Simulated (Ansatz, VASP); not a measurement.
# Mo (Mo(100) film of 5 layers) in two plane-wave programs, part 2 of 2

Wanted: the spread between two codes on one cell, functional and k mesh. The structure shown is the start of the Ansatz relaxation below; VASP solves that cell, so the two are compared at the walk's first step.

VASP 6.6.1 and Ansatz 0.2.0.

So far. Step 3 (VASP: single point, PBEsol, start cell, pair 1): The run ends at a pressure of -4.14 GPa, with forces up to 1.6 eV/Å.

### 5. Ansatz: relaxation, PBEsol

Level of this step: Ansatz beside VASP: Kohn-Sham DFT, plane waves, PBEsol (Ansatz).

The two programs are compared at the cell with which this relaxation starts, whose forces are those of its first step.

The structure compared here is the start of the Ansatz relaxation; VASP solves that cell, so the two are compared at the walk's first step.

The input, input.yaml:

```yaml
crystal:
  lattice:
    - [3.0677796425, 0.0, 0.0]
    - [0.0, 3.0677796425, 0.0]
    - [0.0, 0.0, 36.399999664]
  atoms:
    - { symbol: Mo, position: [0.0, 0.0, 0.1538915305] }
    - { symbol: Mo, position: [0.5, 0.5, 0.1933172797] }
    - { symbol: Mo, position: [0.0, 0.0, 0.2376373648] }
    - { symbol: Mo, position: [0.5, 0.5, 0.2819574499] }
    - { symbol: Mo, position: [0.0, 0.0, 0.3213831991] }
  periodic: [true, true, false]
kpoints:
  mp_grid: { grid: [8, 8, 1] }
hamiltonian:
  xc: pbesol
scf:
  occupations: { method: gaussian, width: 0.1 }
output:
  forces: true
  stress: true
  eigenvalues: true
  write_density: true
  write_potential: true
  elf: true
  volumetric_format: npy
relax:
  adjacent_minimum: "off"
  f_tol: 0.005
  max_steps: 80
  cell: { stress_2d_tol: 0.02 }
```

On the command line:

```
> ansatz run input.yaml --threads 4 --pin off --max-ram 16384MiB --backend cpu --events-out ev --progress --plain --runs-dir out
```

Numbers of over 12 decimals in the logs are rounded to 6 here.

What it wrote:

```text
[...]
Crystal: 5 atoms, lattice volume = 342.570 Å³
Basis set: ecut = 420 eV, 6713 PW (Γ), exchange–correlation on 48×48×500 points (8 copies of the dense FFT grid, shifted against one another)
Bands: 42, of which v1, the nominal top of the filled ones, is band 35 counted from 1 (34 counted from 0)
Symmetry: 16 space group operations
[...]
k-points: 15 of 64
[...]
--- Relaxed structure (5 steps of the walk, 5 accepted, 1 SCFs on fresh bases) ---
[...]
cell:  # Å, volume = 341.3999 Å³
    - [3.062535, 0, 0.0]
    - [0, 3.062535, 0.0]
    - [0.0, 0.0, 36.399999664]
  atoms:
    - { symbol: Mo, position: [0, 0, 0.153673] }
    - { symbol: Mo, position: [0.5, 0.5, 0.193328] }
    - { symbol: Mo, position: [0, 0, 0.237637] }
    - { symbol: Mo, position: [0.5, 0.5, 0.281947] }
    - { symbol: Mo, position: [0, 0, 0.321601] }
[key lines of the parts left out:]
SCF converged after 6 iterations
Free energy (F): -24482.973649 eV
Fermi energy:    -4.085558 eV
P = ½ c Tr σ = -0.0001 N/m
```

### 6. VASP: single point, PBEsol, start cell, pair 2

The same cell, functional, mesh and smearing now go to VASP, with its own data sets.

The input, INCAR:

```
SYSTEM = Mo
PREC = Accurate
ENCUT = 400
EDIFF = 1E-06
NELM = 120
ISMEAR = 0
SIGMA = 0.1
LREAL = .FALSE.
ALGO = Normal
GGA = PS
NBANDS = 43
LASPH = .TRUE.
LORBIT = 11
LWAVE = .FALSE.
LCHARG = .FALSE.
ISIF = 2
LDIPOL = .TRUE.
IDIPOL = 3
DIPOL = 0.5 0.5 0.238
LVHAR = .TRUE.
GGA_COMPAT = .FALSE.
NELMDL = -8
KPAR = 2
```

The input, POSCAR:

```
Mo
1.0
    3.0677800000      0.0000000000      0.0000000000
    0.0000000000      3.0677800000      0.0000000000
    0.0000000000      0.0000000000     36.4000000000
Mo
5
Direct
    0.0000000000      0.0000000000      0.1538915385
    0.5000000000      0.5000000000      0.1933172802
    0.0000000000      0.0000000000      0.2376373626
    0.5000000000      0.5000000000      0.2819574451
    0.0000000000      0.0000000000      0.3213831868
```

The input, KPOINTS:

```
Automatic mesh
0
Gamma
8 8 1
0 0 0
```

Potentials, in the order of the species: Mo_sv (PBE family, release 64).

On the command line:

```
> mpirun -np 2 vasp_std
```

What it wrote:

```text
[banner, memory and clock lines left out]
running    2 mpi-ranks, on    1 nodes
[...]
[... a notice as in an earlier step ...]

 LDA part: xc-table for (Slater+PW92), standard interpolation
 POSCAR, INCAR and KPOINTS ok, starting setup
[...]
entering main loop
       N       E                     dE             d eps       ncg     rms          rms(c)
DAV:   1     0.495658093144E+03    0.49566E+03   -0.41306E+04  1978   0.113E+03
DAV:   2    -0.384768546190E+02   -0.53413E+03   -0.52187E+03  1522   0.351E+02
DAV:   3    -0.588463968580E+02   -0.20370E+02   -0.19672E+02  1526   0.553E+01
DAV:   4    -0.599066150308E+02   -0.10602E+01   -0.10428E+01  1825   0.881E+00
[...]
DAV:  27    -0.545401807722E+02   -0.51259E-05   -0.12850E-07   829   0.140E-03    0.564E-04
DAV:  28    -0.545401845181E+02   -0.37459E-05   -0.85820E-08   823   0.121E-03    0.307E-04
DAV:  29    -0.545401851882E+02   -0.67006E-06   -0.11895E-08   753   0.562E-04
   1 F= -.54540185E+02 E0= -.54521026E+02  d E =-.383187E-01
```

OUTCAR, selected parts (step 6):

```text
  Total       -0.4314287     -0.4314287     -0.1137183      0.0000000      0.0000000      0.0000000
  in kB       -2.0177615     -2.0177615     -0.5318525      0.0000000      0.0000000      0.0000000
  external PRESSURE =      -1.5224585 kB  Pullay stress =       0.0000000 kB

 POSITION                                       TOTAL-FORCE (eV/Angst)
 -----------------------------------------------------------------------------------
      0.00000      0.00000      5.60165         0.000000      0.000000     -0.092767
      1.53389      1.53389      7.03675         0.000000      0.000000      0.063289
      0.00000      0.00000      8.65000         0.000000     -0.000000     -0.000000
      1.53389      1.53389     10.26325         0.000000     -0.000000     -0.063289
      0.00000      0.00000     11.69835         0.000000      0.000000      0.092767
 -----------------------------------------------------------------------------------
    total drift:                                0.000000      0.000000     -0.000147

  FREE ENERGIE OF THE ION-ELECTRON SYSTEM (eV)
  ---------------------------------------------------
  free  energy   TOTEN  =       -54.5401851882 eV

  energy  without entropy=      -54.5018664720  energy(sigma->0) =      -54.52102583

[... 3 further parts left out ...]
[key lines of the parts left out:]
E-fermi :  -0.2777
```

The run ends at a pressure of -0.15 GPa, with forces up to 0.093 eV/Å.

### 7. Side by side

Forces (eV/Å; atoms numbered as in POSCAR):

```csv
atom,"Ansatz x, y, z","VASP x, y, z"
Mo1,"0.000, 0.000, -0.045","0.000, 0.000, -0.093"
Mo2,"0.000, 0.000, 0.055","0.000, 0.000, 0.063"
Mo3,"0.000, 0.000, 0.000","0.000, 0.000, 0.000"
Mo4,"0.000, 0.000, -0.055","0.000, 0.000, -0.063"
Mo5,"0.000, 0.000, 0.045","0.000, 0.000, 0.093"
```

The forces differ by 18 meV/Å r.m.s., which is 42.9 % of the r.m.s. force of 0.041 eV/Å (both taken over all components). With vacuum in the cell, a pressure given here is an average over mostly empty space and none of the material.

### 8. Ansatz: relaxation, PBEsol

The two programs are compared at the cell with which this relaxation starts, whose forces are those of its first step.

The structure compared here is the start of the Ansatz relaxation; VASP solves that cell, so the two are compared at the walk's first step.

input.yaml, the sections that differ from step 5:

```yaml
crystal:
  lattice:
    - [3.0625346891, 0.0, 0.0]
    - [0.0, 3.0625346891, 0.0]
    - [0.0, 0.0, 36.399999664]
  atoms:
    - { symbol: Mo, position: [0.0, 0.0, 0.1536733905] }
    - { symbol: Mo, position: [0.5, 0.5, 0.1933276] }
    - { symbol: Mo, position: [0.0, 0.0, 0.2376373648] }
    - { symbol: Mo, position: [0.5, 0.5, 0.2819471296] }
    - { symbol: Mo, position: [0.0, 0.0, 0.3216013391] }
  periodic: [true, true, false]
kpoints:
  mp_grid: { grid: [10, 10, 1] }
scf:
  occupations: { method: methfessel_paxton, width: 0.2 }
relax:
  adjacent_minimum: "off"
  f_tol: 0.001
  max_steps: 60
  cell: { stress_2d_tol: 0.002 }
# hamiltonian, output: as in step 5
```

On the command line:

```
> ansatz run input.yaml --threads 4 --pin off --max-ram 16384MiB --backend cpu --events-out ev --progress --plain --runs-dir out
```

What it wrote:

```text
[...]
Crystal: 5 atoms, lattice volume = 341.400 Å³
Basis set: ecut = 420 eV, 6657 PW (Γ), exchange–correlation on 48×48×500 points (8 copies of the dense FFT grid, shifted against one another)
Bands: 42, of which v1, the nominal top of the filled ones, is band 35 counted from 1 (34 counted from 0)
Symmetry: 16 space group operations
[...]
k-points: 21 of 100
[...]
--- Relaxed structure (5 steps of the walk, 4 accepted, 1 SCFs on fresh bases) ---
[...]
cell:  # Å, volume = 342.4648 Å³
    - [3.067307, 0, 0.0]
    - [0, 3.067307, 0.0]
    - [0.0, 0.0, 36.399999664]
  atoms:
    - { symbol: Mo, position: [0, 0, 0.153886] }
    - { symbol: Mo, position: [0.5, 0.5, 0.193485] }
    - { symbol: Mo, position: [0, 0, 0.237637] }
    - { symbol: Mo, position: [0.5, 0.5, 0.281790] }
    - { symbol: Mo, position: [0, 0, 0.321389] }
[key lines of the parts left out:]
SCF converged after 9 iterations
Free energy (F): -24482.906405 eV
Fermi energy:    -4.091079 eV
P = ½ c Tr σ = 0.0004 N/m
```

### 9. VASP: single point, PBEsol, start cell, pair 3

The same cell, functional, mesh and smearing now go to VASP, with its own data sets.

Changes to INCAR since step 6:

```diff
@@ -5,4 +5,4 @@
 NELM = 120
-ISMEAR = 0
-SIGMA = 0.1
+ISMEAR = 1
+SIGMA = 0.2
 LREAL = .FALSE.
```

The input, POSCAR:

```
Mo
1.0
    3.0625350000      0.0000000000      0.0000000000
    0.0000000000      3.0625350000      0.0000000000
    0.0000000000      0.0000000000     36.4000000000
Mo
5
Direct
    0.0000000000      0.0000000000      0.1536733791
    0.4999998367      0.4999998367      0.1933276099
    0.0000000000      0.0000000000      0.2376373626
    0.4999998367      0.4999998367      0.2819471154
    0.0000000000      0.0000000000      0.3216013462
```

The input, KPOINTS:

```
Automatic mesh
0
Gamma
10 10 1
0 0 0
```

On the command line:

```
> mpirun -np 2 vasp_std
```

What it wrote:

```text
[... set-up lines as in an earlier step ...]
 entering main loop
       N       E                     dE             d eps       ncg     rms          rms(c)
DAV:   1     0.489500617171E+03    0.48950E+03   -0.41320E+04  2790   0.113E+03
DAV:   2    -0.397352837246E+02   -0.52924E+03   -0.51889E+03  2162   0.352E+02
DAV:   3    -0.587668673589E+02   -0.19032E+02   -0.18402E+02  2093   0.547E+01
DAV:   4    -0.598932001854E+02   -0.11263E+01   -0.11038E+01  2548   0.889E+00
[...]
DAV:  28    -0.544728302794E+02   -0.23232E-05   -0.47718E-08  1062   0.121E-03    0.162E-04
DAV:  29    -0.544728313138E+02   -0.10344E-05   -0.18135E-08  1057   0.451E-04    0.198E-04
DAV:  30    -0.544728315782E+02   -0.26437E-06   -0.79611E-09  1038   0.295E-04
   1 F= -.54472832E+02 E0= -.54460196E+02  d E =-.379070E-01
```

From OUTCAR (step 9):

```text
  Total        0.0856107      0.0856107     -0.3513220      0.0000000      0.0000000     -0.0000000
  in kB        0.4017676      0.4017676     -1.6487412      0.0000000      0.0000000     -0.0000000
  external PRESSURE =      -0.2817353 kB  Pullay stress =       0.0000000 kB

 POSITION                                       TOTAL-FORCE (eV/Angst)
 -----------------------------------------------------------------------------------
      0.00000      0.00000      5.59371         0.000000     -0.000000     -0.057784
      1.53127      1.53127      7.03713         0.000000      0.000000      0.071346
      0.00000      0.00000      8.65000         0.000000     -0.000000     -0.000000
      1.53127      1.53127     10.26288         0.000000     -0.000000     -0.071346
      0.00000      0.00000     11.70629         0.000000     -0.000000      0.057784
 -----------------------------------------------------------------------------------
    total drift:                                0.001629      0.001629     -0.000177

  FREE ENERGIE OF THE ION-ELECTRON SYSTEM (eV)
  ---------------------------------------------------
  free  energy   TOTEN  =       -54.4728315782 eV

  energy  without entropy=      -54.4349245949  energy(sigma->0) =      -54.46019592

[... 3 further parts left out ...]
[key lines of the parts left out:]
E-fermi :  -0.2753
```

The run ends at a pressure of -0.03 GPa, with forces up to 0.071 eV/Å.

### 10. Comparison

Forces (eV/Å; atoms numbered as in POSCAR):

```csv
atom,"Ansatz x, y, z","VASP x, y, z"
Mo1,"0.000, 0.000, -0.015","0.000, 0.000, -0.058"
Mo2,"0.000, 0.000, 0.068","0.000, 0.000, 0.071"
Mo3,"0.000, 0.000, 0.000","0.000, 0.000, 0.000"
Mo4,"0.000, 0.000, -0.068","0.000, 0.000, -0.071"
Mo5,"0.000, 0.000, 0.015","0.000, 0.000, 0.058"
```

The forces differ by 16 meV/Å r.m.s., which is 46.4 % of the r.m.s. force of 0.034 eV/Å (both taken over all components). With vacuum in the cell, a pressure given here is an average over mostly empty space and none of the material.

### 11. What came out

```
r.m.s. force difference (single point, PBEsol, start cell, pair 1) : 1.3 % of the r.m.s. force
r.m.s. force difference (single point, PBEsol, start cell, pair 2) : 18 meV/Å
r.m.s. force difference (single point, PBEsol, start cell, pair 3) : 16 meV/Å
```

**Reading.** The r.m.s. force difference is 18 meV/Å (single point, PBEsol, start cell, pair 2), beyond the 12 meV/Å picked in this series as the mark of a large difference. What causes the difference of the single point, PBEsol, start cell, pair 2 pair stays open here. What causes the difference of the single point, PBEsol, start cell, pair 3 pair stays open here. 3 further runs of this series are not shown here. How closely two codes agree says nothing of how well the functional describes the real material.

[Lines on the potential files, build, host, timing and source positions are cut from VASP's logs without a mark.]

[Logs are printed without paths, hosts, clocks, repeated set-up lines and the standing remarks that a program may print on its own settings, such as how far it seeks lower states.]

[Hosts, paths, dates, database ids (printed as entryN), source tags and the programs' standing remarks are cut or masked in the printed files.]
